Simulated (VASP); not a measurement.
Input:

```
LaB
1.0
    0.00000     2.83472     2.83472
    2.83472     0.00000     2.83472
    2.83472     2.83472     0.00000
La B
1 1
Direct
  0.00000   0.00000   0.00000
  0.50000   0.50000   0.50000
```

Calculation: PBE GGA, VASP's PBE PAW potentials (set 64) (plane waves; VASP). Settings: 520 eV cut-off, Gaussian smearing of 0.050 eV, potentials La B.

Q: Give the energies of bands 5 to 10 at the high-symmetry points, in eV from the Fermi level.

A: 
| band | Γ | X | U | L | W |
|---|---|---|---|---|---|
| 5 | -6.36 | -5.76 | -5.19 | -3.83 | -5.11 |
| 6 | 1.15 | -0.14 | -0.69 | -2.43 | -0.64 |
| 7 | 1.15 | 0.66 | 0.25 | -0.79 | 0.08 |
| 8 | 1.15 | 1.19 | 0.30 | -0.79 | 0.08 |
| 9 | 2.18 | 1.19 | 1.76 | 2.65 | 2.50 |
| 10 | 2.18 | 3.03 | 2.95 | 2.91 | 2.50 |

It has no gap at this level: it comes out as a metal or semimetal.

The structure was generated: LaB was put into the rock salt type (Fm-3m), which need not be its known phase. It was relaxed first, which changed the volume by -27 %.
